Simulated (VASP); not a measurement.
Method: PBE GGA, VASP's PBE PAW potentials (set 64) (plane waves; VASP).

VASP ran on this input.

**POSCAR**
```
TiO2
9.2902270
  0.5000000185   0.0000000000   0.0000000000
  0.0000000000   0.5000000185   0.0000000000
  0.0000000000   0.0000000000   0.3196078986
Ti O
2 4
Cart
  0.0000000000   0.0000000000   0.3196078986
  0.2500000093   0.2500000093   0.1598039493
  0.1524749020   0.1524749020   0.0000000000
  0.4024749113   0.0975251073   0.1598039493
  0.0975251073   0.4024749113   0.1598039493
  0.3475251165   0.3475251165   0.3196078986
```

INCAR:
```
SYSTEM  =  TiO2
PREC  =  Accurate; ENCUT  =  520; LREAL  =  .FALSE.
LASPH  =  .TRUE.; ICHARG  =  11
EDIFF  =  1E-7; NELM  =  100; ALGO  =  Normal
LMAXMIX  =  4
ISMEAR  =  0; SIGMA  =  0.05
GGA  =  PE
LWAVE  =  .FALSE.; LCHARG  =  .FALSE.; LORBIT  =  11
```

### KPOINTS
```
k-points along high-symmetry lines
10
Line-mode
Reciprocal
  0.000000   0.000000   0.000000 ! GAMMA
  0.000000   0.500000   0.000000 ! X

  0.000000   0.500000   0.000000 ! X
  0.500000   0.500000   0.000000 ! M

  0.500000   0.500000   0.000000 ! M
  0.000000   0.000000   0.000000 ! GAMMA

  0.000000   0.000000   0.000000 ! GAMMA
  0.000000   0.000000   0.500000 ! Z

  0.000000   0.000000   0.500000 ! Z
  0.000000   0.500000   0.500000 ! R

  0.000000   0.500000   0.500000 ! R
  0.500000   0.500000   0.500000 ! A

  0.500000   0.500000   0.500000 ! A
  0.000000   0.000000   0.500000 ! Z

  0.000000   0.500000   0.000000 ! X
  0.000000   0.500000   0.500000 ! R

  0.500000   0.500000   0.000000 ! M
  0.500000   0.500000   0.500000 ! A
```

POTCAR, in this order: Ti_sv O (PBE.64 set). Program: vasp_std. Read from the step before: CHGCAR.

The resulting files:

**OSZICAR**
```
       N       E                     dE             d eps       ncg     rms          rms(c)
DAV:   1     0.611261234201E+03    0.61126E+03   -0.25851E+04  5040   0.207E+03
DAV:   2     0.469636551777E+02   -0.56430E+03   -0.54769E+03  5208   0.574E+02
DAV:   3    -0.466739549828E+02   -0.93638E+02   -0.88558E+02  8216   0.191E+02
DAV:   4    -0.529427127767E+02   -0.62688E+01   -0.61484E+01  7108   0.504E+01
DAV:   5    -0.532306900725E+02   -0.28798E+00   -0.28716E+00  7124   0.849E+00
DAV:   6    -0.532358174417E+02   -0.51274E-02   -0.51216E-02  6692   0.126E+00
DAV:   7    -0.532360064630E+02   -0.18902E-03   -0.18898E-03  7172   0.202E-01
DAV:   8    -0.532360104179E+02   -0.39549E-05   -0.39531E-05  6772   0.251E-02
DAV:   9    -0.532360106037E+02   -0.18582E-06   -0.18583E-06  6540   0.431E-03
DAV:  10    -0.532360106119E+02   -0.82155E-08   -0.82063E-08  3788   0.726E-04
   1 F= -.53236011E+02 E0= -.53236011E+02  d E =-.107394E-17
```

OUTCAR:
```
 val. band max:        4.5600719284   @ k =   0.0000   0.0000   0.0000

 cond. band min:       6.3785906738   @ k =   0.0000   0.0000   0.0000



 k-point     1 :       0.0000    0.0000    0.0000
  band No.  band energies     occupation
      1     -52.4197      2.00000
      2     -52.4050      2.00000
      3     -28.7037      2.00000
      4     -28.7037      2.00000
      5     -28.5556      2.00000
      6     -28.5556      2.00000
      7     -28.5135      2.00000
      8     -28.4843      2.00000
      9     -13.5106      2.00000
     10     -12.3864      2.00000
     11     -11.7142      2.00000
     12     -11.7142      2.00000
     13      -1.0783      2.00000
     14      -0.6382      2.00000
     15      -0.1705      2.00000
     16       0.8546      2.00000
     17       0.8546      2.00000
     18       2.0510      2.00000
     19       2.0510      2.00000
     20       2.6586      2.00000
     21       3.8845      2.00000
     22       4.1245      2.00000
     23       4.1245      2.00000
     24       4.5601      2.00000
     25       6.3786      0.00000
     26       6.6600      0.00000
     27       6.9603      0.00000
     28       7.0028      0.00000

 k-point     2 :       0.0000    0.0556    0.0000
  band No.  band energies     occupation
      1     -52.4196      2.00000
      2     -52.4051      2.00000
      3     -28.7028      2.00000
      4     -28.7027      2.00000
      5     -28.5567      2.00000
      6     -28.5566      2.00000
      7     -28.5133      2.00000
      8     -28.4846      2.00000
      9     -13.5003      2.00000
     10     -12.3871      2.00000
     11     -11.7246      2.00000
     12     -11.7180      2.00000
     13      -1.0581      2.00000
     14      -0.6263      2.00000
     15      -0.1519      2.00000
     16       0.8558      2.00000
     17       0.8567      2.00000
     18       2.0318      2.00000
     19       2.0473      2.00000
     20       2.6600      2.00000
     21       3.8645      2.00000
...
```

The density is held fixed in this step, so its total energy and stress have no physical meaning.

The compound is TiO2 in the rutile structure. It was relaxed first.
